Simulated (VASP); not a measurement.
# W: which input changes matter, part 2 of 3

Aim: change the input of a sound run on W piece by piece and see what each change does. All runs use LDA. This is not the structure that W takes at ambient conditions. The start is a cell from a database of measured crystal structures.

VASP 6.6.1; LDA; plane waves and PAW (W).

Still holding for the runs below: The k-mesh is coarse for a metal.

So far. Step 2 (Reference run): The pressure is -19.02 GPa and the largest force 0.000 eV/Å, so the cell is not at a minimum at these settings. Step 3 (Total energy, forces and stress (LDA) with a changed …): Against the reference run the energy at zero smearing moves by +16.36 meV an atom and the pressure by +0.01 GPa.

The starting crystal is not the ambient structure of W (bcc); it is a model or a phase of other conditions.

### Step 6. Relaxing cell and atoms (LDA) with a changed input

The start need not lie at this functional's minimum. ISIF = 3 frees volume, shape and positions, and EDIFFG sets the threshold on forces and stress at which the search stops. Some settings are moved from the usual, to see what they do.

INCAR reads:

```
SYSTEM = W
PREC = Accurate
ENCUT = 400
EDIFF = 1E-06
NELM = 100
ISMEAR = -1
SIGMA = 0.05
LREAL = .FALSE.
ALGO = Normal
GGA = CA
NBANDS = 9
LASPH = .TRUE.
LORBIT = 11
LWAVE = .FALSE.
LCHARG = .FALSE.
KPAR = 2
IBRION = 2
NSW = 60
ISIF = 3
EDIFFG = -0.01
```

POSCAR reads:

```
W
1.0
    0.0000000000      2.0300000000      2.0300000000
    2.0300000000      0.0000000000      2.0300000000
    2.0300000000      2.0300000000      0.0000000000
W
1
Direct
    0.0000000000      0.0000000000      0.0000000000
```

KPOINTS reads:

```
Automatic mesh
0
Gamma
2 2 2
0 0 0
```

Potentials, in the order of the species: W (LDA family, release 64).

Started as:

```sh
> mpirun -np 2 vasp_std
```

The program printed:

```text
[... set-up lines as in an earlier step ...]
 entering main loop
       N       E                     dE             d eps       ncg     rms          rms(c)
DAV:   1     0.238342027710E+01    0.23834E+01   -0.29982E+03    54   0.484E+02
DAV:   2    -0.142802476663E+02   -0.16664E+02   -0.14580E+02    64   0.107E+02
DAV:   3    -0.144601297099E+02   -0.17988E+00   -0.17883E+00    65   0.877E+00
DAV:   4    -0.144603227310E+02   -0.19302E-03   -0.19302E-03    55   0.316E-01
DAV:   5    -0.144603230321E+02   -0.30116E-06   -0.30151E-06    63   0.136E-02    0.227E+01
DAV:   6    -0.142148513683E+02    0.24547E+00   -0.18809E-01    55   0.284E+00    0.117E+01
DAV:   7    -0.141162559884E+02    0.98595E-01   -0.21947E-01    55   0.304E+00    0.172E-01
DAV:   8    -0.141153488013E+02    0.90719E-03   -0.23342E-04    55   0.912E-02    0.595E-02
DAV:   9    -0.141152035631E+02    0.14524E-03   -0.70792E-05    55   0.387E-02    0.119E-02
DAV:  10    -0.141152044999E+02   -0.93682E-06   -0.94230E-07    56   0.613E-03
   1 F= -.14115204E+02 E0= -.14097876E+02  d E =-.141152E+02
 curvature:   0.00 expect dE= 0.000E+00 dE for cont linesearch  0.000E+00
 trial: gam= 0.00000 g(F)=  0.141E-63 g(S)=  0.373E+01 ort = 0.000E+00 (trialstep = 0.100E+01)
 search vector abs. value=  0.373E+01
 bond charge predicted
       N       E                     dE             d eps       ncg     rms          rms(c)
DAV:   1    -0.105424066133E+02    0.35728E+01   -0.30592E+02    54   0.186E+02    0.789E+01
DAV:   2    -0.840340767263E+01    0.21390E+01   -0.93162E-01    65   0.853E+00    0.465E+01
DAV:   3    -0.841509580503E+01   -0.11688E-01   -0.50709E-01    56   0.716E+00    0.321E+00
DAV:   4    -0.843655149286E+01   -0.21456E-01   -0.13108E-02    74   0.115E+00    0.749E-01
DAV:   5    -0.844570447957E+01   -0.91530E-02   -0.57363E-03    56   0.832E-01    0.666E-02
DAV:   6    -0.844570209482E+01    0.23847E-05   -0.40287E-05    73   0.507E-02    0.281E-02
DAV:   7    -0.844570403285E+01   -0.19380E-05   -0.39699E-06    55   0.174E-02    0.508E-03
DAV:   8    -0.844570414251E+01   -0.10966E-06   -0.83550E-08    27   0.295E-03
   2 F= -.84457041E+01 E0= -.84457041E+01  d E =0.566950E+01
[... from here on, the cycles between the ionic steps are left out ...]
   3 F= -.14707110E+02 E0= -.14689781E+02  d E =-.591906E+00
   4 F= -.14732718E+02 E0= -.14715389E+02  d E =-.617514E+00
   5 F= -.14736539E+02 E0= -.14719210E+02  d E =-.621335E+00
   6 F= -.14736305E+02 E0= -.14718977E+02  d E =-.621101E+00
   7 F= -.14736341E+02 E0= -.14719013E+02  d E =-.361913E-04
   8 F= -.14736432E+02 E0= -.14719103E+02  d E =-.126398E-03
   9 F= -.14736433E+02 E0= -.14719104E+02  d E =-.135529E-05
  10 F= -.14736437E+02 E0= -.14719108E+02  d E =-.537734E-05
  11 F= -.14736445E+02 E0= -.14719116E+02  d E =-.132095E-04
  12 F= -.14736460E+02 E0= -.14719131E+02  d E =-.280014E-04
  13 F= -.14736486E+02 E0= -.14719157E+02  d E =-.541485E-04
  14 F= -.14736523E+02 E0= -.14719194E+02  d E =-.914676E-04
  15 F= -.14736541E+02 E0= -.14719213E+02  d E =-.109504E-03
 curvature:  -0.08 expect dE=-0.164E-05 dE for cont linesearch -0.164E-05
 ZBRENT: bracketing found
 ZBRENT: interpolating
 opt :   0.2477  next Energy=   -14.736544 (dE=-0.112E-03)
 bond charge predicted
       N       E                     dE             d eps       ncg     rms          rms(c)
DAV:   1    -0.147365449367E+02   -0.37119E-05   -0.65659E-05    54   0.583E-02    0.353E-02
DAV:   2    -0.147365441743E+02    0.76238E-06   -0.41375E-07    28   0.523E-03
  16 F= -.14736544E+02 E0= -.14719215E+02  d E =-.112480E-03
 curvature:  -0.12 expect dE=-0.195E-06 dE for cont linesearch -0.195E-06
 trial: gam= 0.00000 g(F)=  0.148E-63 g(S)=  0.159E-05 ort =-0.378E-04 (trialstep = 0.507E-01)
 search vector abs. value=  0.159E-05
 reached required accuracy - stopping structural energy minimisation
```

The job ended after 6.8 s (2 MPI ranks of Intel Xeon Platinum 8559C (Emerald Rapids), shared host; peak memory 0.25 GiB; 12 s of CPU time).

OUTCAR, selected parts (step 6):

```text
   k-points           NKPTS =      3   k-points in BZ     NKDIM =      3   number of bands    NBANDS=      9

   NELECT =       6.0000    total number of electrons

 E-fermi :  10.9967

 k-point     1 :       0.0000    0.0000    0.0000
  band No.  band energies     occupation
      1      -0.6461      2.00000
      2       8.4539      2.00000
      3       8.4539      2.00000
      4       8.4539      2.00000
      5      12.7118      0.00000
      6      12.7118      0.00000
      7      23.0453      0.00000
      8      29.5713      0.00000
      9      29.5713      0.00000

  Total        0.0033100      0.0033100      0.0033100      0.0000000     -0.0000000     -0.0000000
  in kB        0.3974473      0.3974473      0.3974473      0.0000000     -0.0000000     -0.0000000
  external PRESSURE =       0.3974473 kB  Pullay stress =       0.0000000 kB

  FREE ENERGIE OF THE ION-ELECTRON SYSTEM (eV)
  ---------------------------------------------------
  free  energy   TOTEN  =       -14.7365441743 eV

  energy  without entropy=      -14.7018868153  energy(sigma->0) =      -14.71921549

 reached required accuracy - stopping structural energy minimisation

[... 6 parts as in an earlier step ...]

[... 8 further parts left out ...]
```

CONTCAR:

```
W
   1.00000000000000
     0.0000000000000001    1.8825407540483592    1.8825407540483592
     1.8825407540483592   -0.0000000000000000    1.8825407540483592
     1.8825407540483592    1.8825407540483592   -0.0000000000000001
  W
     1
Direct
     0.0000000000000000    0.0000000000000000    0.0000000000000000
```

The run converged; its settings lie outside those of the reference runs, so its numbers are set aside.

Settings moved from the usual: k-mesh = 2×2×2. KPOINTS differs too.

The mesh holds 3 irreducible points against 29.

### Step 7. Relaxing cell and atoms (LDA) with a changed input, try 2

This run is made with a changed input; what comes of it follows.

Edit INCAR of step 6 so:

```diff
@@ -4,3 +4,3 @@
 EDIFF = 1E-06
-NELM = 100
+NELM = 72
 ISMEAR = -1
@@ -16,5 +16,6 @@
 KPAR = 2
-IBRION = 2
-NSW = 60
+IBRION = 3
+NSW = 30
 ISIF = 3
 EDIFFG = -0.01
+POTIM = 5
```

POSCAR is that of step 6.

KPOINTS reads:

```
Automatic mesh
0
Gamma
8 8 8
0 0 0
```

Started as:

```sh
> mpirun -np 2 vasp_std
```

The program printed:

```text
[... set-up lines as in an earlier step ...]
 entering main loop
       N       E                     dE             d eps       ncg     rms          rms(c)
[... 11 cycles as in an earlier step ...]
   1 F= -.13643495E+02 E0= -.13636712E+02  d E =-.136435E+02
quench:  g(F)=  0.151E-63 g(S)=  0.571E+01 dE (1.order)=-0.114E+02
[...]
-----------------------------------------------------------------------------
|                                                                             |
|     EEEEEEE  RRRRRR   RRRRRR   OOOOOOO  RRRRRR      ###     ###     ###     |
|     E        R     R  R     R  O     O  R     R     ###     ###     ###     |
|     E        R     R  R     R  O     O  R     R     ###     ###     ###     |
|     EEEEE    RRRRRR   RRRRRR   O     O  RRRRRR       #       #       #      |
|     E        R   R    R   R    O     O  R   R                               |
|     E        R    R   R    R   O     O  R    R      ###     ###     ###     |
|     EEEEEEE  R     R  R     R  OOOOOOO  R     R     ###     ###     ###     |
|                                                                             |
|     Orbital orthonormalization failed in the inversion of matrix            |
|     LAPACK: Routine ZPOTRF failed! kpoint: 1 spin: 1                        |
|                                                                             |
|     Possible solutions for this issue are:                                  |
|     - Please check whether the atoms are too close to each other.           |
|     - Decreasing POTIM might help during relaxations or MDs.                |
|     - Deleting CHGCAR or WAVECAR if incompatible with the structure.        |
|     - Try calculating without symmetrizing (ISYM = 0 or ISYM = -1).         |
|     - As last resort: using a different PAW for some of the atoms.          |
|                                                                             |
|       ---->  I REFUSE TO CONTINUE WITH THIS SICK JOB ... BYE!!! <----       |
|                                                                             |
 -----------------------------------------------------------------------------

1
1
```

The job ended after 4 s (2 MPI ranks).

The run ended with an error.

VASP's message: “Orbital orthonormalization failed in the inversion of matrix LAPACK: Routine ZPOTRF failed! kpoint: 1 spin: 1”. No number of this run is used.

The fault in the input: ionic step far too long (POTIM = 5.0 and IBRION = 3). Lower POTIM, or use IBRION = 2.

### Step 8. A single point (LDA) with a changed input

A single point gives energy, forces and stress at these settings. Some settings are moved from the usual, to see what they do.

INCAR reads:

```
SYSTEM = W
PREC = Accurate
ENCUT = 400
EDIFF = 1E-06
NELM = 100
ISMEAR = -1
SIGMA = 0.05
LREAL = .FALSE.
ALGO = Conjugate
GGA = CA
NBANDS = 9
LASPH = .TRUE.
LORBIT = 11
LWAVE = .FALSE.
LCHARG = .FALSE.
KPAR = 2
ISIF = 2
```

POSCAR is that of step 7.

KPOINTS is that of step 7.

Started as:

```sh
> mpirun -np 2 vasp_std
```

The program printed:

```text
[... set-up lines as in an earlier step ...]
 entering main loop
       N       E                     dE             d eps       ncg     rms           ort
DAV:   1     0.124725570994E+01    0.12473E+01   -0.28699E+03   261   0.520E+02
DAV:   2    -0.140678721827E+02   -0.15315E+02   -0.14821E+02   261   0.105E+02
DAV:   3    -0.143850290085E+02   -0.31716E+00   -0.31516E+00   261   0.129E+01
DAV:   4    -0.143856571037E+02   -0.62810E-03   -0.62807E-03   261   0.611E-01
DAV:   5    -0.143856582127E+02   -0.11089E-05   -0.11085E-05   261   0.230E-02
SDA:   6    -0.133163168240E+02    0.10693E+01   -0.11085E-05   261   0.723E+00   0.000E+00
 gam= 0.000 g(H,U,f)=  0.445E+00 0.230E+00 0.481E-01 ort(H,U,f) = 0.000E+00 0.000E+00 0.000E+00
 gam= 0.000 trial= 0.400  step=  0.8177 mean=  0.4000
CGA:   7    -0.136059759414E+02   -0.28966E+00   -0.29569E+00   261   0.617E-01  -0.873E-02
 gam= 0.085 g(H,U,f)=  0.395E-01 0.213E-01 0.951E-03 ort(H,U,f) =-0.826E-01 0.712E-01 0.274E-02
 gam= 0.085 trial= 0.442  step=  1.1624 mean=  0.4418
CGA:   8    -0.136406942292E+02   -0.34718E-01   -0.35446E-01   261   0.480E-02  -0.264E-02
 gam= 0.078 g(H,U,f)=  0.423E-02 0.403E-03 0.170E-03 ort(H,U,f) =-0.757E-02 0.374E-02 0.118E-02
 gam= 0.078 trial= 0.514  step=  1.1781 mean=  0.5138
CGA:   9    -0.136433825659E+02   -0.26883E-02   -0.27050E-02   261   0.235E-03  -0.525E-04
 gam= 0.049 g(H,U,f)=  0.223E-03 0.974E-05 0.212E-05 ort(H,U,f) =-0.109E-06-0.682E-04 0.158E-04
 gam= 0.049 trial= 0.580  step=  0.9122 mean=  0.5803
CGA:  10    -0.136434886245E+02   -0.10606E-03   -0.10607E-03   261   0.100E-04  -0.560E-07
 gam= 0.043 g(H,U,f)=  0.747E-05 0.216E-05 0.388E-06 ort(H,U,f) =-0.417E-05 0.291E-05 0.121E-05
 gam= 0.043 trial= 0.613  step=  1.0764 mean=  0.6134
CGA:  11    -0.136434940124E+02   -0.53879E-05   -0.53907E-05   261   0.833E-06  -0.137E-07
 gam= 0.083 g(H,U,f)=  0.472E-06 0.310E-06 0.519E-07 ort(H,U,f) =-0.104E-05 0.863E-06 0.161E-06
 gam= 0.083 trial= 0.660  step=  1.2926 mean=  0.6597
CGA:  12    -0.136434945473E+02   -0.53494E-06   -0.53795E-06   261   0.637E-07  -0.543E-08
 gam= 0.076 g(H,U,f)=  0.588E-07 0.329E-08 0.161E-08 ort(H,U,f) =-0.525E-07 0.375E-07 0.959E-08
 gam= 0.076 trial= 0.723  step=  1.0325 mean=  0.7230
 final diagonalization occupied
   1 F= -.13643495E+02 E0= -.13636712E+02  d E =-.135644E-01
```

The job ended after 2.2 s (2 MPI ranks; peak memory 0.21 GiB).

Parts of OUTCAR (step 8):

```text
   NELECT =       6.0000    total number of electrons

 E-fermi :   6.6625

 k-point     1 :       0.0000    0.0000    0.0000
  band No.  band energies     occupation
      1      -2.0348      2.00000
      2       6.1588      1.99992
      3       6.1588      1.99992
      4       6.1588      1.99992
      5       9.1465      0.00000
      6       9.1465      0.00000
      7      20.2013      0.00000
      8      25.3187      0.00000
      9      25.3187      0.00000

  Total       -1.9857808     -1.9857808     -1.9857808      0.0000000     -0.0000000      0.0000000
  in kB     -190.1620204   -190.1620204   -190.1620204      0.0000000     -0.0000000      0.0000000
  external PRESSURE =    -190.1620204 kB  Pullay stress =       0.0000000 kB

 POSITION                                       TOTAL-FORCE (eV/Angst)
 -----------------------------------------------------------------------------------
      0.00000      0.00000      0.00000        -0.000000     -0.000000     -0.000000
 -----------------------------------------------------------------------------------
    total drift:                                0.000000      0.000000     -0.000000

  FREE ENERGIE OF THE ION-ELECTRON SYSTEM (eV)
  ---------------------------------------------------
  free  energy   TOTEN  =       -13.6434945473 eV

  energy  without entropy=      -13.6299301537  energy(sigma->0) =      -13.63671235

[... 10 parts as in an earlier step ...]

[... 7 further parts left out ...]
```

ALGO acts on the way to self-consistency or on speed; a fully converged result doesn't depend on them, though slow mixing can meet EDIFF with the stress still off.

This step gave:

* SCF cycles: 12
* irreducible k-points: 29
* free energy (TOTEN): -13.64 eV
* energy at zero smearing: -13.64 eV
* Fermi energy: 6.662 eV
* pressure: -19.02 GPa

Energy and pressure equal those of the reference run, within 0.01 meV an atom and 0.01 GPa.

(Continued in part 3 of 3.)

[Lines on the potential files, build, host, timing and source positions are cut from VASP's logs without a mark.]

[Logs are printed without paths, hosts, clocks, repeated set-up lines and the standing remarks that a program may print on its own settings, such as how far it seeks lower states.]

[Hosts, paths, dates, database ids (printed as entryN), source tags and the programs' standing remarks are cut or masked in the printed files.]

[A measured line is paired with the nearest computed mode of its activity, which favours agreement.]

[In band tables of VASP the shares of atoms and orbitals are scaled to a sum of 1 inside the atoms' spheres.]
